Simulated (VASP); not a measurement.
A snapshot from molecular dynamics of Se, step 11; the first frame, the perfect lattice, has an electronic free energy F (no ionic kinetic energy) of -3.447 eV/atom. The Γ point alone samples so small a cell crudely.

Data:

```xyz
54
Lattice="6.5550 -11.3536 0.0000 6.5550 11.3536 0.0000 0.0000 0.0000 9.9000" Properties=species:S:1:pos:R:3 pbc="T T T"
Se     6.9918   -10.4526     3.2842
Se     3.3608     0.0297     0.0181
Se     0.5114    -0.8622     1.6414
Se     7.0649   -10.4262     8.3185
Se     3.3222     0.0742     4.9573
Se     7.0312    10.5058     6.6358
Se     2.6712     4.5937     3.2934
Se     5.5477     3.7772     0.0063
Se     2.7641     2.8778     1.6532
Se     9.2368    -6.6935     8.2434
Se     5.4919     3.8419     4.9528
Se     2.6580     2.8957     6.5503
Se     4.8785     8.3830     3.3392
Se     7.6552     7.4947     9.8753
Se     4.9084     6.7193     1.6727
Se     4.8860     8.4300     8.2595
Se     7.7755     7.6320     4.8983
Se     4.8378     6.7385     6.5838
Se     2.7463    -2.8920     3.2836
Se     5.5202    -3.8392     9.8014
Se     9.2468     6.6810     1.6157
Se     2.7392    -2.8140     8.1860
Se     5.6269    -3.7574     5.0127
Se     9.2265     6.6551     6.6370
Se     4.9531     0.8720     3.3204
Se     7.6584    -0.0103     0.0170
Se     4.8711    -0.8667     1.5935
Se     4.8977     0.8028     8.3024
Se     7.7910     0.0678     4.9250
Se     4.9012    -0.8542     6.5896
Se     6.9846     4.5947     3.2337
Se     9.9343     3.7814     0.0412
Se     7.0232     2.9164     1.5841
Se     7.0278     4.7135     8.2974
Se     9.9509     3.7702     4.8988
Se     6.9714     2.8853     6.6404
Se     4.9858    -6.7464     3.3182
Se     7.8032    -7.6010     9.8931
Se     4.9140    -8.4414     1.6616
Se     4.8272    -6.7109     8.2556
Se     7.7768    -7.5230     4.9857
Se    11.3848     2.9367     6.5631
Se     7.0757    -2.8742     3.3257
Se     9.9862    -3.7752     0.0312
Se     7.0040    -4.6371     1.5980
Se     7.0359    -2.9287     8.2726
Se     9.8214    -3.7980     4.8951
Se     7.0024    -4.6757     6.6639
Se     9.3826     0.8406     3.3161
Se    12.1109     0.0232     0.0104
Se     9.2908    -0.8695     1.6821
Se     9.2358     0.8119     8.2324
Se    12.0907    -0.0723     4.9838
Se     9.1327    -0.8706     6.5982
```

All values below come from PBE GGA, VASP's PBE PAW potentials (set 64) (plane waves; VASP). Run with PREC = Normal, LREAL = Auto, ISYM = 0, EDIFF = 1E-5, 300 eV cut-off, 1×1×1 Γ-centred mesh, Fermi-Dirac smearing of 0.030 eV, potentials Se.

Give F per atom of this frame and the forces (eV/Å).

-3.443 eV/atom.
```tsv
atom	Fx	Fy	Fz
Se1	0.15	-0.06	0.19
Se2	-0.61	-0.15	0.01
Se3	0.08	-0.12	0.23
Se4	0.09	0.16	-0.39
Se5	0.33	-0.11	-0.12
Se6	0.44	-0.18	0.10
Se7	0.51	0.70	-0.20
Se8	-0.82	0.21	-0.36
Se9	-0.01	-0.42	-0.02
Se10	0.29	0.16	-0.10
Se11	-0.10	-0.37	0.11
Se12	0.59	-0.31	0.66
Se13	0.07	0.66	0.04
Se14	0.65	0.46	-0.03
Se15	0.32	-0.66	-0.08
Se16	0.23	0.41	-0.16
Se17	-0.04	-0.25	0.35
Se18	-0.01	-0.38	-0.14
Se19	0.04	0.00	-0.19
Se20	-0.64	0.06	0.71
Se21	-0.13	0.07	-0.06
Se22	-0.47	-0.76	0.29
Se23	-0.81	0.09	-0.42
Se24	0.01	0.56	-0.24
Se25	-0.34	-0.02	-0.13
Se26	0.39	-0.04	0.08
Se27	0.30	-0.20	0.65
Se28	0.37	0.66	-0.40
Se29	-0.70	0.07	-0.18
Se30	-0.22	-0.28	-0.12
Se31	0.32	0.66	0.47
Se32	-0.42	-0.01	-0.09
Se33	0.46	-0.80	0.39
Se34	0.22	-0.09	-0.48
Se35	-0.56	0.14	0.01
Se36	0.13	0.32	-0.12
Se37	0.04	0.53	-0.10
Se38	-0.41	0.01	0.11
Se39	0.27	-0.42	-0.10
Se40	0.21	0.31	-0.03
Se41	-0.97	-0.15	-0.29
Se42	0.32	-0.52	0.31
Se43	0.12	-0.03	-0.40
Se44	-0.69	0.01	-0.08
Se45	0.26	-0.11	0.36
Se46	0.43	0.65	-0.18
Se47	0.01	-0.07	0.38
Se48	0.67	-0.52	-0.10
Se49	0.09	0.42	-0.14
Se50	-0.36	-0.06	0.05
Se51	-0.19	-0.26	-0.36
Se52	-0.15	0.48	0.48
Se53	-0.28	0.25	-0.19
Se54	0.53	-0.72	0.05
```

The cell is a supercell, built from Se (trig). Its lattice is the typed one, not relaxed at this level.
